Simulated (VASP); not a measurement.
# ZrC with optB86b-vdW: from relaxation to properties, part 4 of 4

What structure does ZrC take at this level, and what are its properties? The start is a cell from a database of measured crystal structures.

VASP 6.6.1; optB86b-vdW; plane waves and PAW (Zr_sv, C).

So far. Step 9 (Volume scan with optB86b-vdW (run 4)): The run ends at a pressure of 0.00 GPa.

## 10. Volume scan with optB86b-vdW (run 5)

INCAR

```
SYSTEM = ZrC
PREC = Accurate
ENCUT = 520
EDIFF = 1E-06
NELM = 100
ISMEAR = 0
SIGMA = 0.05
LREAL = .FALSE.
ALGO = Normal
GGA = MK
AGGAC = 0
LUSE_VDW = .TRUE.
PARAM1 = 0.1234
PARAM2 = 1
LASPH = .TRUE.
NBANDS = 14
LORBIT = 11
LWAVE = .FALSE.
LCHARG = .FALSE.
KPAR = 2
ISIF = 2
```

POSCAR

```
ZrC
1.0
    0.0000000000      2.3634997455      2.3634997455
    2.3634997455      0.0000000000      2.3634997455
    2.3634997455      2.3634997455      0.0000000000
Zr C
1 1
Direct
    0.5000000000      0.5000000000      0.5000000000
    0.0000000000      0.0000000000      0.0000000000
```

KPOINTS

```
Automatic mesh
0
Gamma
10 10 10
0 0 0
```

The projector-augmented-wave data sets are Zr_sv and C (PBE family, release 64).

Run with:

```
mpirun -np 2 vasp_std
```

What it wrote:

```text
[... set-up lines as in an earlier step ...]
 entering main loop
       N       E                     dE             d eps       ncg     rms          rms(c)
DAV:   1     0.105749267162E+03    0.10575E+03   -0.86858E+03  1316   0.115E+03
DAV:   2    -0.131776799903E+02   -0.11893E+03   -0.11119E+03  1700   0.300E+02
DAV:   3    -0.194472976985E+02   -0.62696E+01   -0.62320E+01  2166   0.595E+01
DAV:   4    -0.196201049368E+02   -0.17281E+00   -0.17271E+00  1658   0.623E+00
[...]
DAV:  11    -0.161091053494E+02    0.26472E-03   -0.94978E-04  1496   0.260E-01    0.541E-02
DAV:  12    -0.161091024245E+02    0.29250E-05   -0.13853E-05  1496   0.298E-02    0.106E-02
DAV:  13    -0.161091017240E+02    0.70048E-06   -0.18322E-06  1494   0.102E-02
   1 F= -.16109102E+02 E0= -.16109016E+02  d E =-.171797E-03
```

Wall time 43 s (2 MPI ranks of Intel Xeon Platinum 8259CL at 2.50GHz (Skylake/Cascade Lake), shared host); peak memory 0.63 GiB.

From OUTCAR (step 10):

```text
  Total       -0.7187116     -0.7187116     -0.7187116      0.0000000      0.0000000      0.0000000
  in kB      -43.6082376    -43.6082376    -43.6082376      0.0000000      0.0000000      0.0000000
  external PRESSURE =     -43.6082376 kB  Pullay stress =       0.0000000 kB

 POSITION                                       TOTAL-FORCE (eV/Angst)
 -----------------------------------------------------------------------------------
      2.36350      2.36350      2.36350        -0.000000      0.000000     -0.000000
      0.00000      0.00000      0.00000         0.000000     -0.000000      0.000000
 -----------------------------------------------------------------------------------
    total drift:                                0.000000      0.000000      0.000000

  FREE ENERGIE OF THE ION-ELECTRON SYSTEM (eV)
  ---------------------------------------------------
  free  energy   TOTEN  =       -16.1091017240 eV

  energy  without entropy=      -16.1089299275  energy(sigma->0) =      -16.10901583

[... 1 part as in an earlier step ...]

[... 2 further parts left out ...]
[key lines of the parts left out:]
E-fermi :   9.3588
```

The pressure falls from 0.00 to -4.36 GPa.

The run ends at a pressure of -4.36 GPa.

## 11. Volume scan with optB86b-vdW (run 6)

INCAR is that of step 10.

POSCAR

```
ZrC
1.0
    0.0000000000      2.3788475765      2.3788475765
    2.3788475765      0.0000000000      2.3788475765
    2.3788475765      2.3788475765      0.0000000000
Zr C
1 1
Direct
    0.5000000000      0.5000000000      0.5000000000
    0.0000000000      0.0000000000      0.0000000000
```

KPOINTS is that of step 10.

Run with:

```
mpirun -np 2 vasp_std
```

What it wrote:

```text
[... set-up lines as in an earlier step ...]
 entering main loop
       N       E                     dE             d eps       ncg     rms          rms(c)
DAV:   1     0.105130552181E+03    0.10513E+03   -0.85271E+03  1316   0.114E+03
DAV:   2    -0.129718851962E+02   -0.11810E+03   -0.11077E+03  1652   0.301E+02
DAV:   3    -0.195187199335E+02   -0.65468E+01   -0.65052E+01  2216   0.591E+01
DAV:   4    -0.196243970240E+02   -0.10568E+00   -0.10566E+00  1588   0.597E+00
[...]
DAV:  12    -0.160887978655E+02    0.29487E-05   -0.11015E-05  1616   0.283E-02    0.131E-02
DAV:  13    -0.160887966813E+02    0.11842E-05   -0.31578E-06  1562   0.119E-02    0.300E-03
DAV:  14    -0.160887966571E+02    0.24257E-07   -0.13282E-07   724   0.265E-03
   1 F= -.16088797E+02 E0= -.16088658E+02  d E =-.277183E-03
```

It took 46 s on 2 MPI ranks; peak memory 0.63 GiB; 90 s of CPU time.

Parts of OUTCAR (step 11):

```text
  Total       -1.3942143     -1.3942143     -1.3942143      0.0000000      0.0000000      0.0000000
  in kB      -82.9679320    -82.9679320    -82.9679320      0.0000000      0.0000000      0.0000000
  external PRESSURE =     -82.9679320 kB  Pullay stress =       0.0000000 kB

 POSITION                                       TOTAL-FORCE (eV/Angst)
 -----------------------------------------------------------------------------------
      2.37885      2.37885      2.37885        -0.000000      0.000000     -0.000000
      0.00000      0.00000      0.00000         0.000000     -0.000000      0.000000
 -----------------------------------------------------------------------------------
    total drift:                                0.000000      0.000000      0.000000

  FREE ENERGIE OF THE ION-ELECTRON SYSTEM (eV)
  ---------------------------------------------------
  free  energy   TOTEN  =       -16.0887966571 eV

  energy  without entropy=      -16.0885194741  energy(sigma->0) =      -16.08865807

[... 1 part as in an earlier step ...]

[... 2 further parts left out ...]
[key lines of the parts left out:]
E-fermi :   9.1376
```

The pressure falls from -4.36 to -8.30 GPa.

The run ends at a pressure of -8.30 GPa.

## 12. Volume scan with optB86b-vdW (run 7)

A prediction first. A parabola through the 6 pressures of evenly scaled cells so far, P = -0.01 -229.9 t +481 t² GPa with t = ln(V/V₁) and V₁ the volume at scale 1, gives -11.77 GPa at t = +0.0583.

INCAR is that of step 11.

POSCAR

```
ZrC
1.0
    0.0000000000      2.3939998804      2.3939998804
    2.3939998804      0.0000000000      2.3939998804
    2.3939998804      2.3939998804      0.0000000000
Zr C
1 1
Direct
    0.5000000000      0.5000000000      0.5000000000
    0.0000000000      0.0000000000      0.0000000000
```

KPOINTS is that of step 11.

Run with:

```
mpirun -np 2 vasp_std
```

What it wrote:

```text
[... set-up lines as in an earlier step ...]
 entering main loop
       N       E                     dE             d eps       ncg     rms          rms(c)
DAV:   1     0.106608686757E+03    0.10661E+03   -0.86947E+03  1316   0.115E+03
DAV:   2    -0.127870836210E+02   -0.11940E+03   -0.11085E+03  1652   0.299E+02
DAV:   3    -0.194667268545E+02   -0.66796E+01   -0.66334E+01  2196   0.606E+01
DAV:   4    -0.196179348055E+02   -0.15121E+00   -0.15108E+00  1570   0.610E+00
[...]
DAV:  12    -0.160563700563E+02    0.27728E-05   -0.92646E-06  1664   0.280E-02    0.171E-02
DAV:  13    -0.160563680982E+02    0.19581E-05   -0.53109E-06  1544   0.141E-02    0.390E-03
DAV:  14    -0.160563680444E+02    0.53805E-07   -0.23582E-07   742   0.331E-03
   1 F= -.16056368E+02 E0= -.16056173E+02  d E =-.390907E-03
```

It took 46 s on 2 MPI ranks; peak memory 0.63 GiB; 90 s of CPU time.

Parts of OUTCAR (step 12):

```text
  Total       -2.0298790     -2.0298790     -2.0298790      0.0000000     -0.0000000     -0.0000000
  in kB     -118.5163748   -118.5163748   -118.5163748      0.0000000     -0.0000000     -0.0000000
  external PRESSURE =    -118.5163748 kB  Pullay stress =       0.0000000 kB

 POSITION                                       TOTAL-FORCE (eV/Angst)
 -----------------------------------------------------------------------------------
      2.39400      2.39400      2.39400        -0.000000      0.000000      0.000000
      0.00000      0.00000      0.00000         0.000000     -0.000000     -0.000000
 -----------------------------------------------------------------------------------
    total drift:                                0.000000      0.000000      0.000000

  FREE ENERGIE OF THE ION-ELECTRON SYSTEM (eV)
  ---------------------------------------------------
  free  energy   TOTEN  =       -16.0563680444 eV

  energy  without entropy=      -16.0559771369  energy(sigma->0) =      -16.05617259

[... 1 part as in an earlier step ...]

[... 2 further parts left out ...]
[key lines of the parts left out:]
E-fermi :   8.9249
```

The pressure falls from -8.30 to -11.85 GPa. The parabola predicted -11.77 GPa, +0.08 GPa off.

## 13. Side by side

Times are for 2 MPI ranks of Intel Xeon Platinum 8259CL at 2.50GHz (Skylake/Cascade Lake), shared host. The runs compared:

| no. | volume scale | energy above the lowest point (meV/atom) | pressure (GPa) | time | memory (GiB) |
| --- | --- | --- | --- | --- | --- |
| 1 | 0.94 | 37.42 | 16.07 | 26 s | 0.53 |
| 2 | 0.96 | 16.15 | 10.17 | 26 s | 0.53 |
| 3 | 0.98 | 3.97 | 4.825 | 43 s | 0.63 |
| 4 | 1 | 0 | -5.52e-4 | 42 s | 0.63 |
| 5 | 1.02 | 3.47 | -4.361 | 43 s | 0.63 |
| 6 | 1.04 | 13.65 | -8.297 | 46 s | 0.63 |
| 7 | 1.06 | 29.9 | -11.85 | 46 s | 0.63 |

## 14. Fit for optB86b-vdW

This step: Birch-Murnaghan fit, optB86b-vdW; plane waves and PAW (VASP 6.6.1).

No new run; the numbers come from the runs before.

Numbers from this step:

```yaml
pressure_derivative_of_the_bulk_modulus: 4.066
r_m_s_error_of_the_fit: 2.72e-6 eV/atom
minimum_inside_the_sampled_range: yes
bulk_modulus: 229.3 GPa
equilibrium_volume_of_the_fit: 12.95 Å³/atom
```

Energy above the fitted minimum against volume:

| volume (Å³/atom) | energy above the fitted minimum (eV/atom) |
| --- | --- |
| 12.167 | 0.0374 |
| 12.426 | 0.0161 |
| 12.685 | 0.00396 |
| 12.944 | -4.4e-6 |
| 13.203 | 0.00347 |
| 13.462 | 0.0136 |
| 13.721 | 0.0299 |

The fitted volume lies +0.03 % from the relaxed one.

## 15. Electric field gradients (optB86b-vdW)

This step: optB86b-vdW; plane waves and PAW (Zr_sv, C) (VASP 6.6.1).

Field gradients probe how far the charge around each nucleus departs from cubic symmetry; LASPH keeps the non-spherical terms inside the spheres.

INCAR: that of step 12 with these lines changed.

```diff
@@ -3,3 +3,3 @@
 ENCUT = 520
-EDIFF = 1E-06
+EDIFF = 1E-07
 NELM = 100
@@ -20,2 +20,2 @@
 KPAR = 2
-ISIF = 2
+LEFG = .TRUE.
```

POSCAR

```
ZrC
1.0
    0.0000000000      2.3479499549      2.3479499549
    2.3479499549      0.0000000000      2.3479499549
    2.3479499549      2.3479499549      0.0000000000
Zr C
1 1
Direct
    0.5000000000      0.5000000000      0.5000000000
    0.0000000000      0.0000000000      0.0000000000
```

KPOINTS is that of step 12.

Run with:

```
mpirun -np 2 vasp_std
```

What it wrote:

```text
[... set-up lines as in an earlier step ...]
 entering main loop
       N       E                     dE             d eps       ncg     rms          rms(c)
[... 12 cycles as in an earlier step ...]
DAV:  13    -0.161160161480E+02    0.66779E-06   -0.17525E-06  1662   0.102E-02    0.232E-03
DAV:  14    -0.161160161291E+02    0.18867E-07   -0.50593E-08   918   0.182E-03
ion   1
     0.0000000     0.0000000     0.0000000    -0.0000000     0.0000000    -0.0000000
     0.0000523     0.0000000     0.0000000    -0.0000000     0.0000000    -0.0000000
     0.0000720     0.0000000     0.0000000    -0.0000000     0.0000000    -0.0000000
     0.0000992     0.0000000     0.0000000    -0.0000000     0.0000000    -0.0000000
     0.0001366     0.0000000     0.0000000    -0.0000000     0.0000000    -0.0000000

     0.0000000     0.0000000    -0.0000000     0.0000000     0.0000000    -0.0000000
     0.0000523     0.0000000    -0.0000000     0.0000000     0.0000000    -0.0000000
     0.0000720     0.0000000    -0.0000000     0.0000000     0.0000000    -0.0000000
     0.0000992     0.0000000    -0.0000000     0.0000000     0.0000000    -0.0000000
     0.0001366     0.0000000    -0.0000000     0.0000000     0.0000000    -0.0000000

ion   2
     0.0000000     0.0000000    -0.0000000     0.0000000     0.0000000     0.0000000
     0.0000266     0.0000000    -0.0000000     0.0000000     0.0000000     0.0000000
     0.0000367     0.0000000    -0.0000000     0.0000000     0.0000000     0.0000000
     0.0000505     0.0000000    -0.0000000     0.0000000     0.0000000     0.0000000
     0.0000695     0.0000000    -0.0000000     0.0000000     0.0000000     0.0000000

     0.0000000     0.0000000    -0.0000000     0.0000000     0.0000000     0.0000000
     0.0000266     0.0000000    -0.0000000     0.0000000     0.0000000     0.0000000
     0.0000367     0.0000000    -0.0000000     0.0000000     0.0000000     0.0000000
     0.0000505     0.0000000    -0.0000000     0.0000000     0.0000000     0.0000000
     0.0000695     0.0000000    -0.0000000     0.0000000     0.0000000     0.0000000

   1 F= -.16116016E+02 E0= -.16115964E+02  d E =-.104668E-03
```

Wall time 46 s (2 MPI ranks); peak memory 0.63 GiB; 90 s of CPU time.

OUTCAR, selected parts (step 15):

```text
   NELECT =      16.0000    total number of electrons

 E-fermi :   9.5888

 k-point     1 :       0.0000    0.0000    0.0000
  band No.  band energies     occupation
      1     -38.4948      2.00000
      2     -16.2234      2.00000
      3     -16.2234      2.00000
      4     -16.2234      2.00000
      5      -1.6895      2.00000
      6      10.5189      0.00000
      7      10.5189      0.00000
      8      10.5189      0.00000
      9      10.6696      0.00000
     10      10.6696      0.00000
    ...

Total vdW correction in eV:      1.8506324

  Total        0.0002408      0.0002408      0.0002408      0.0000000      0.0000000      0.0000000
  in kB        0.0149032      0.0149032      0.0149032      0.0000000      0.0000000      0.0000000
  external PRESSURE =       0.0149032 kB  Pullay stress =       0.0000000 kB

  FREE ENERGIE OF THE ION-ELECTRON SYSTEM (eV)
  ---------------------------------------------------
  free  energy   TOTEN  =       -16.1160161291 eV

  energy  without entropy=      -16.1159114608  energy(sigma->0) =      -16.11596379

Total vdW correction in eV:      1.8506398

 Electric field gradients after diagonalization (V/A^2)
 (convention: |V_zz| > |V_xx| > |V_yy|)
----------------------------------------------------------------------
 ion       V_xx      V_yy      V_zz     asymmetry (V_yy - V_xx)/ V_zz
----------------------------------------------------------------------
   1       0.000     0.000    -0.000       0.000
   2       0.000     0.000    -0.000       0.000
----------------------------------------------------------------------

[... 10 parts as in an earlier step ...]

[... 8 further parts left out ...]
```

Numbers from this step:

```
free energy (TOTEN)     : -16.12 eV
energy at zero smearing : -16.12 eV
Fermi energy            : 9.589 eV
pressure                : 0.001490 GPa
```

Electric field gradients, by row:

| atom | Vxx (V/Å²) | Vyy (V/Å²) | Vzz (V/Å²) | asymmetry |
| --- | --- | --- | --- | --- |
| Zr1 | 0 | 0 | 0 | - |
| C2 | 0 | 0 | 0 | - |

All gradients vanish within the noise.

The run ends at a pressure of 0.00 GPa.

## 16. Self-consistent run (optB86b-vdW), changed input

A single point gives energy, forces and stress at these settings. Some settings are moved from the usual, to see what they do.

INCAR: that of step 15 with these lines changed.

```diff
@@ -1,5 +1,5 @@
 SYSTEM = ZrC
-PREC = Accurate
+PREC = Normal
 ENCUT = 520
-EDIFF = 1E-07
+EDIFF = 1E-06
 NELM = 100
@@ -20,2 +20,3 @@
 KPAR = 2
-LEFG = .TRUE.
+ISIF = 2
+BMIX = 2
```

POSCAR is that of step 15.

KPOINTS is that of step 15.

Run with:

```
mpirun -np 2 vasp_std
```

What it wrote:

```text
[... set-up lines as in an earlier step ...]
 entering main loop
       N       E                     dE             d eps       ncg     rms          rms(c)
DAV:   1     0.103762017489E+03    0.10376E+03   -0.87239E+03  1316   0.115E+03
DAV:   2    -0.131537184082E+02   -0.11692E+03   -0.10947E+03  1634   0.302E+02
DAV:   3    -0.194539340492E+02   -0.63002E+01   -0.62544E+01  2144   0.601E+01
DAV:   4    -0.195998266909E+02   -0.14589E+00   -0.14586E+00  1568   0.669E+00
DAV:   5    -0.196029671344E+02   -0.31404E-02   -0.31404E-02  1850   0.753E-01    0.205E+01
DAV:   6    -0.162573298128E+02    0.33456E+01   -0.38133E+00  1510   0.162E+01    0.952E+00
DAV:   7    -0.161279948412E+02    0.12933E+00   -0.55250E-01  1872   0.569E+00    0.434E+00
DAV:   8    -0.161162497302E+02    0.11745E-01   -0.13871E-01  1652   0.286E+00    0.932E-01
DAV:   9    -0.161151552002E+02    0.10945E-02   -0.12118E-02  1772   0.814E-01    0.546E-01
DAV:  10    -0.161160714223E+02   -0.91622E-03   -0.35175E-03  1812   0.652E-01    0.482E-01
DAV:  11    -0.161159833891E+02    0.88033E-04   -0.48184E-04  1532   0.174E-01    0.315E-02
DAV:  12    -0.161160031411E+02   -0.19752E-04   -0.94275E-05  2046   0.612E-02    0.297E-02
DAV:  13    -0.161160063915E+02   -0.32504E-05   -0.69155E-06  2214   0.192E-02    0.833E-03
DAV:  14    -0.161160056894E+02    0.70213E-06   -0.15272E-06  1070   0.143E-02
   1 F= -.16116006E+02 E0= -.16115953E+02  d E =-.104653E-03
```

Elapsed: 18 s, on 2 MPI ranks; peak memory 0.45 GiB; 34 s of CPU time.

From OUTCAR (step 16):

```text
   NELECT =      16.0000    total number of electrons

 E-fermi :   9.5889

 k-point     1 :       0.0000    0.0000    0.0000
  band No.  band energies     occupation
      1     -38.4947      2.00000
      2     -16.2234      2.00000
      3     -16.2234      2.00000
      4     -16.2234      2.00000
      5      -1.6894      2.00000
      6      10.5190      0.00000
      7      10.5190      0.00000
      8      10.5190      0.00000
      9      10.6696      0.00000
     10      10.6696      0.00000
    ...

Total vdW correction in eV:      1.8506235

  Total       -0.0014189     -0.0014189     -0.0014189     -0.0000000     -0.0000000      0.0000000
  in kB       -0.0878173     -0.0878173     -0.0878173     -0.0000000     -0.0000000      0.0000000
  external PRESSURE =      -0.0878173 kB  Pullay stress =       0.0000000 kB

 POSITION                                       TOTAL-FORCE (eV/Angst)
 -----------------------------------------------------------------------------------
      2.34795      2.34795      2.34795         0.000000     -0.000000      0.000000
      0.00000      0.00000      0.00000        -0.000000      0.000000     -0.000000
 -----------------------------------------------------------------------------------
    total drift:                                0.000000      0.000000      0.000000

  FREE ENERGIE OF THE ION-ELECTRON SYSTEM (eV)
  ---------------------------------------------------
  free  energy   TOTEN  =       -16.1160056894 eV

  energy  without entropy=      -16.1159010360  energy(sigma->0) =      -16.11595336

Total vdW correction in eV:      1.8506384

[... 8 parts as in an earlier step ...]

[... 9 further parts left out ...]
```

PREC = Normal changes the FFT grids. BMIX acts on the way to self-consistency or on speed; a fully converged result doesn't depend on them, though slow mixing can meet EDIFF with the stress still off.

Numbers from this step:

```yaml
pressure: -0.008782 GPa
```

Against the sound run “volume scan with optB86b-vdW”, the energy at zero smearing moves by +0.0 meV an atom, the pressure by -0.01 GPa and the Fermi level by +0.00 eV.

## 17. Results

```
relaxed volume                            : 12.94 Å³/atom
relaxed conventional cell a, b, c         : 4.696, 4.696, 4.696 Å
space group after relaxing, within 0.02 Å : Fm-3m (No. 225)
band gap                                  : none, a metal
DOS at the Fermi level                    : 0.234 states/eV/cell
bulk modulus from the fit                 : 229 GPa
volume from the fit                       : 12.9 Å³/atom
largest field gradient Vzz                : zero within the noise on all sites
```

With optB86b-vdW, ZrC relaxes to 12.94 Å³/atom in space group Fm-3m (held by the symmetry of the run), comes out as a metal and has a bulk modulus of 229 GPa. Against the listed cell the volume lies -0.3 %. Bands along the symmetry lines (optB86b-vdW): Of the bands kept, 4 cross the Fermi level on this path. Spin-orbit coupling is left out; it would split some degenerate bands. No search among competing phases was made, and a listed structure need not be the one stable at ambient conditions. All values are for a static lattice at zero temperature.

[Lines on the potential files, build, host, timing and source positions are cut from VASP's logs without a mark.]

[Logs are printed without paths, hosts, clocks, repeated set-up lines and the standing remarks that a program may print on its own settings, such as how far it seeks lower states.]

[Hosts, paths, dates, database ids (printed as entryN), source tags and the programs' standing remarks are cut or masked in the printed files.]

[A measured line is paired with the nearest computed mode of its activity, which favours agreement.]
